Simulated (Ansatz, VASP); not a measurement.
# SiBPC: VASP beside Ansatz, part 2 of 3

Wanted: the spread between two codes on one cell, functional and k mesh. The cell is generated by rule, not measured, and may not be a known phase. The cell is taken from a series of runs on this material, whose earlier steps may have relaxed, scaled, displaced or heated it; both programs get it as it stands.

VASP 6.6.1 and Ansatz 0.2.0.

So far: Set-up; Ansatz: zone-centre phonons, PBEsol.

## (3) VASP: zone-centre phonons, PBEsol

Level of this step: PBEsol; plane waves and PAW (B, C, P, Si); invented cell (VASP).

The same cell, functional, mesh and smearing now go to VASP, with its own data sets.

Lines of VASP's logs that name or quote its potential files are left out, and so is its time.

File INCAR:

```
SYSTEM = SiBPC
PREC = Accurate
ENCUT = 600
EDIFF = 1E-08
NELM = 120
ISMEAR = 0
SIGMA = 0.01
LREAL = .FALSE.
ALGO = Normal
GGA = PS
NBANDS = 24
LORBIT = 11
LWAVE = .FALSE.
LCHARG = .FALSE.
ISIF = 2
IBRION = 8
LASPH = .TRUE.
GGA_COMPAT = .FALSE.
KPAR = 2
```

File POSCAR:

```
SiBPC
1.0
    2.2297554867      2.2297554867      0.0000000000
   -2.2270373340      2.2270373340      0.0000000000
    0.0000000000      0.0000000000      8.9489229452
B C P Si
2 2 2 2
Direct
    0.0000000000      0.0000000000      0.9761215862
    0.5000000000      0.5000000000      0.2338846154
    0.5000000000      0.0000000000      0.6429630172
    0.0000000000      0.5000000000      0.8817208465
    0.5000000000      0.0000000000      0.1066885208
    0.0000000000      0.5000000000      0.3589623931
    0.0000000000      0.0000000000      0.5308983161
    0.5000000000      0.5000000000      0.7687607047
```

File KPOINTS:

```
Automatic mesh
0
Gamma
12 12 4
0 0 0
```

Potentials, in the order of the species: B, C, P and Si (PBE family, release 64).

Started as:

```console
mpirun -np 2 vasp_std
```

The program printed:

```text
[banner, memory and clock lines left out]
running    2 mpi-ranks, on    1 nodes
 distrk:  each k-point on    1 cores,    2 groups
 distr:  one band on    1 cores,    1 groups

 POSCAR found type information on POSCAR B C P Si
 POSCAR found :  4 types and       8 ions
|                                                                             |
|               ----> ADVICE to this user running VASP <----                  |
|                                                                             |
|     You enforced a specific xc type in the INCAR file but a different       |
|     [... a line on the potential file left out ...]
|     I HOPE YOU KNOW WHAT YOU ARE DOING!                                     |
|                                                                             |

 LDA part: xc-table for (Slater+PW92), standard interpolation
 POSCAR, INCAR and KPOINTS ok, starting setup
 FFT: planning ... GRIDC
 FFT: planning ... GRID_SOFT
 FFT: planning ... GRID
 WAVECAR not read
 entering main loop
       N       E                     dE             d eps       ncg     rms          rms(c)
DAV:   1     0.896316807172E+02    0.89632E+02   -0.15484E+04  7056   0.133E+03
DAV:   2    -0.544989859154E+02   -0.14413E+03   -0.13405E+03  9528   0.211E+02
DAV:   3    -0.618253430702E+02   -0.73264E+01   -0.72449E+01  9392   0.457E+01
DAV:   4    -0.619368160362E+02   -0.11147E+00   -0.11130E+00  8912   0.638E+00
DAV:   5    -0.619394676474E+02   -0.26516E-02   -0.26504E-02  9496   0.876E-01    0.150E+01
DAV:   6    -0.578102807243E+02    0.41292E+01   -0.92897E+00  8928   0.167E+01    0.804E+00
DAV:   7    -0.576104879318E+02    0.19979E+00   -0.27003E+00  9400   0.846E+00    0.326E+00
DAV:   8    -0.575495609816E+02    0.60927E-01   -0.27273E-01  8552   0.305E+00    0.942E-01
DAV:   9    -0.575432227599E+02    0.63382E-02   -0.47941E-02  8928   0.135E+00    0.330E-01
DAV:  10    -0.575436619874E+02   -0.43923E-03   -0.60181E-03  9024   0.412E-01    0.210E-01
DAV:  11    -0.575436733811E+02   -0.11394E-04   -0.60345E-04  9208   0.141E-01    0.690E-02
DAV:  12    -0.575436809609E+02   -0.75798E-05   -0.98510E-05  9264   0.663E-02    0.290E-02
DAV:  13    -0.575436837785E+02   -0.28176E-05   -0.19462E-05  9736   0.258E-02    0.201E-02
DAV:  14    -0.575436832766E+02    0.50186E-06   -0.76740E-06  8984   0.160E-02    0.343E-03
DAV:  15    -0.575436832446E+02    0.32031E-07   -0.99133E-07  8864   0.622E-03    0.165E-03
DAV:  16    -0.575436832419E+02    0.27308E-08   -0.16563E-07  9096   0.212E-03    0.146E-03
DAV:  17    -0.575436832396E+02    0.22274E-08   -0.29098E-08  7800   0.968E-04
   1 F= -.57543683E+02 E0= -.57543683E+02  d E =-.547948E-07
 Linear response reoptimize wavefunctions to high precision
DAV:   1    -0.575436832523E+02   -0.12625E-07   -0.51380E-09  6280   0.468E-04
DAV:   2    -0.575436832524E+02   -0.14188E-09   -0.53409E-10  4904   0.133E-04
DAV:   3    -0.575436832524E+02    0.36380E-10   -0.75480E-11  4728   0.504E-05
 Linear response DOF=          16
 Linear response progress:
  Degree of freedom:   1/ 16
       N       E                     dE             d eps       ncg     rms          rms(c)
RMM:   1    -0.435255568770E-01   -0.43526E-01    0.22423E-02 34704   0.104E+00
RMM:   2    -0.405733596550E-01    0.29522E-02   -0.27071E-03 23218   0.258E-01    0.139E-01
RMM:   3    -0.405259015228E-01    0.47458E-04   -0.43266E-04 23918   0.869E-02    0.741E-02
RMM:   4    -0.408130057672E-01   -0.28710E-03   -0.33112E-04 23209   0.722E-02    0.110E-02
RMM:   5    -0.407733965690E-01    0.39609E-04   -0.10132E-05 24400   0.155E-02    0.256E-03
RMM:   6    -0.407793877227E-01   -0.59912E-05   -0.37567E-07 24996   0.251E-03    0.983E-04
RMM:   7    -0.407730593157E-01    0.63284E-05   -0.37677E-08 25220   0.100E-03    0.143E-04
RMM:   8    -0.407733858165E-01   -0.32650E-06    0.31614E-09 25670   0.176E-04    0.568E-05
RMM:   9    -0.407734593530E-01   -0.73536E-07    0.32714E-08 25959   0.654E-05    0.209E-05
RMM:  10    -0.407734330146E-01    0.26338E-07    0.14002E-08 25955   0.229E-05    0.470E-06
RMM:  11    -0.407734327025E-01    0.31209E-09    0.51743E-09 26179   0.132E-05    0.103E-06
 first order change of Fermi-energy  -0.27692E-04
 force on displaced ion       1 direction 1 : -13.738  -4.662   0.001
 Linear response progress:
  Degree of freedom:   2/ 16
       N       E                     dE             d eps       ncg     rms          rms(c)
RMM:   1    -0.521712171786E-01   -0.52171E-01    0.11434E-02 17943   0.104E+00
RMM:   2    -0.462745517361E-01    0.58967E-02   -0.32843E-03 11655   0.294E-01    0.130E-01
RMM:   3    -0.461996258287E-01    0.74926E-04   -0.34083E-04 12032   0.762E-02    0.696E-02
RMM:   4    -0.463107979174E-01   -0.11117E-03   -0.11724E-04 12093   0.451E-02    0.171E-02
RMM:   5    -0.463282439046E-01   -0.17446E-04   -0.85268E-06 12193   0.130E-02    0.359E-03
[...]
RMM:   5    -0.445925149224E-01    0.40212E-04   -0.46090E-06 24821   0.949E-03    0.470E-03
RMM:   6    -0.445867839006E-01    0.57310E-05   -0.86557E-08 25199   0.171E-03    0.320E-03
RMM:   7    -0.445942819915E-01   -0.74981E-05   -0.16100E-07 24917   0.115E-03    0.439E-04
RMM:   8    -0.445920831167E-01    0.21989E-05   -0.73697E-09 25357   0.311E-04    0.119E-04
[...]
RMM:  12    -0.455219542225E-01    0.66614E-08   -0.51182E-08 25947   0.958E-06    0.193E-06
 first order change of Fermi-energy  -0.56839E-04
 force on displaced ion       6 direction 1 : -17.299  -2.139  -0.002
 Linear response progress:
  Degree of freedom:  12/ 16
       N       E                     dE             d eps       ncg     rms          rms(c)
RMM:   1    -0.812977668892E-01   -0.81298E-01    0.13774E-02 17185   0.136E+00
RMM:   2    -0.716443808709E-01    0.96534E-02   -0.32392E-03 11379   0.316E-01    0.194E-01
RMM:   3    -0.713936158241E-01    0.25077E-03   -0.88239E-04 11628   0.112E-01    0.933E-02
RMM:   4    -0.714766296362E-01   -0.83014E-04   -0.98613E-05 12168   0.400E-02    0.357E-02
RMM:   5    -0.715253685989E-01   -0.48739E-04   -0.11180E-05 12177   0.141E-02    0.573E-03
RMM:   6    -0.715437047966E-01   -0.18336E-04   -0.94992E-07 12281   0.405E-03    0.236E-03
RMM:   7    -0.715402438131E-01    0.34610E-05   -0.12136E-07 12606   0.149E-03    0.457E-04
RMM:   8    -0.715411414322E-01   -0.89762E-06   -0.12315E-09 12792   0.373E-04    0.156E-04
RMM:   9    -0.715412253386E-01   -0.83906E-07    0.30061E-08 12990   0.122E-04    0.646E-05
RMM:  10    -0.715413013636E-01   -0.76025E-07   -0.34772E-10 12799   0.647E-05    0.113E-05
RMM:  11    -0.715413005001E-01    0.86348E-09    0.47937E-08 13099   0.199E-05    0.443E-06
 first order change of Fermi-energy   0.49178E+00
 force on displaced ion       6 direction 3 :  -0.000  -0.000 -25.969
 Linear response progress:
  Degree of freedom:  13/ 16
       N       E                     dE             d eps       ncg     rms          rms(c)
RMM:   1    -0.191109365234E-01   -0.19111E-01    0.17781E-02 34971   0.823E-01
RMM:   2    -0.168071531085E-01    0.23038E-02   -0.15588E-03 22980   0.210E-01    0.129E-01
RMM:   3    -0.167143171676E-01    0.92836E-04   -0.16635E-04 24258   0.573E-02    0.728E-02
RMM:   4    -0.167809814531E-01   -0.66664E-04   -0.12924E-04 23306   0.485E-02    0.104E-02
RMM:   5    -0.167444586944E-01    0.36523E-04   -0.60454E-06 24568   0.115E-02    0.240E-03
RMM:   6    -0.167455897282E-01   -0.11310E-05   -0.98013E-08 25047   0.169E-03    0.118E-03
RMM:   7    -0.167445723033E-01    0.10174E-05   -0.70567E-09 25215   0.556E-04    0.113E-04
RMM:   8    -0.167442422213E-01    0.33008E-06    0.14040E-08 25589   0.153E-04    0.423E-05
RMM:   9    -0.167443352477E-01   -0.93026E-07   -0.24592E-09 25793   0.592E-05    0.109E-05
RMM:  10    -0.167443363390E-01   -0.10912E-08    0.26330E-09 25849   0.177E-05    0.381E-06
 first order change of Fermi-energy  -0.45056E-04
 force on displaced ion       7 direction 1 : -18.433  -2.295   0.001
 Linear response progress:
  Degree of freedom:  14/ 16
       N       E                     dE             d eps       ncg     rms          rms(c)
RMM:   1    -0.378967877699E-01   -0.37897E-01    0.51834E-02 19519   0.106E+00
RMM:   2    -0.313544508396E-01    0.65423E-02   -0.36348E-03 11573   0.333E-01    0.174E-01
RMM:   3    -0.309541258620E-01    0.40032E-03   -0.69061E-04 12280   0.103E-01    0.912E-02
RMM:   4    -0.308733724359E-01    0.80753E-04   -0.12980E-04 12570   0.495E-02    0.329E-02
RMM:   5    -0.308893879716E-01   -0.16016E-04   -0.12731E-05 12253   0.165E-02    0.580E-03
RMM:   6    -0.308964573167E-01   -0.70693E-05   -0.68939E-07 12348   0.394E-03    0.225E-03
RMM:   7    -0.308970097381E-01   -0.55242E-06   -0.68338E-08 12604   0.130E-03    0.772E-04
RMM:   8    -0.308968946981E-01    0.11504E-06   -0.13244E-08 12764   0.536E-04    0.147E-04
RMM:   9    -0.308969260335E-01   -0.31335E-07   -0.36862E-08 13006   0.182E-04    0.519E-05
RMM:  10    -0.308968850234E-01    0.41010E-07   -0.53259E-08 12713   0.644E-05    0.157E-05
RMM:  11    -0.308968776957E-01    0.73277E-08   -0.18412E-08 12921   0.251E-05    0.620E-06
 first order change of Fermi-energy  -0.14597E+01
 force on displaced ion       7 direction 3 :  -0.000   0.000 -28.278
 Linear response progress:
  Degree of freedom:  15/ 16
       N       E                     dE             d eps       ncg     rms          rms(c)
RMM:   1    -0.197916067555E-01   -0.19792E-01    0.21622E-02 35734   0.901E-01
RMM:   2    -0.170297818660E-01    0.27618E-02   -0.19890E-03 23345   0.240E-01    0.128E-01
RMM:   3    -0.169342803852E-01    0.95501E-04   -0.16253E-04 24160   0.603E-02    0.732E-02
RMM:   4    -0.169767490854E-01   -0.42469E-04   -0.13254E-04 23150   0.516E-02    0.879E-03
RMM:   5    -0.169377289240E-01    0.39020E-04   -0.58660E-06 24480   0.114E-02    0.257E-03
RMM:   6    -0.169368351724E-01    0.89375E-06   -0.13043E-07 24956   0.197E-03    0.108E-03
RMM:   7    -0.169364189943E-01    0.41618E-06   -0.69326E-09 25350   0.527E-04    0.153E-04
RMM:   8    -0.169359570824E-01    0.46191E-06   -0.19423E-08 25459   0.161E-04    0.376E-05
RMM:   9    -0.169360480364E-01   -0.90954E-07   -0.98600E-09 26005   0.517E-05    0.769E-06
RMM:  10    -0.169360459932E-01    0.20433E-08   -0.60996E-09 26009   0.150E-05    0.268E-06
 first order change of Fermi-energy   0.34586E-04
 force on displaced ion       8 direction 1 : -19.123  -3.757   0.001
 Linear response progress:
  Degree of freedom:  16/ 16
       N       E                     dE             d eps       ncg     rms          rms(c)
RMM:   1    -0.390313838415E-01   -0.39031E-01    0.30086E-02 19541   0.111E+00
RMM:   2    -0.304505039975E-01    0.85809E-02   -0.46329E-03 11726   0.369E-01    0.155E-01
RMM:   3    -0.298406501392E-01    0.60985E-03   -0.91948E-04 12248   0.123E-01    0.814E-02
RMM:   4    -0.296760903550E-01    0.16456E-03   -0.16418E-04 12555   0.569E-02    0.329E-02
RMM:   5    -0.296596169285E-01    0.16473E-04   -0.22399E-05 12244   0.208E-02    0.608E-03
RMM:   6    -0.296698011219E-01   -0.10184E-04   -0.32466E-06 12294   0.792E-03    0.282E-03
RMM:   7    -0.296701692615E-01   -0.36814E-06   -0.30212E-07 12495   0.240E-03    0.119E-03
RMM:   8    -0.296711578119E-01   -0.98855E-06   -0.14982E-07 12592   0.167E-03    0.377E-04
RMM:   9    -0.296710810809E-01    0.76731E-07    0.25015E-07 12668   0.479E-04    0.108E-04
RMM:  10    -0.296710394651E-01    0.41616E-07    0.11623E-07 13276   0.189E-04    0.229E-05
RMM:  11    -0.296709963094E-01    0.43156E-07    0.67800E-08 12872   0.453E-05    0.806E-06
RMM:  12    -0.296709955559E-01    0.75353E-09    0.13699E-08 12871   0.172E-05    0.286E-06
 first order change of Fermi-energy   0.16348E+00
 force on displaced ion       8 direction 3 :  -0.000   0.000 -27.334
 Linear response finished
```

(Part 2 of 3 ends here.)

[Lines on the potential files, build, host, timing and source positions are cut from VASP's logs without a mark.]

[Logs are printed without paths, hosts, clocks, repeated set-up lines and the standing remarks that a program may print on its own settings, such as how far it seeks lower states.]

[Hosts, paths, dates, database ids (printed as entryN), source tags and the programs' standing remarks are cut or masked in the printed files.]
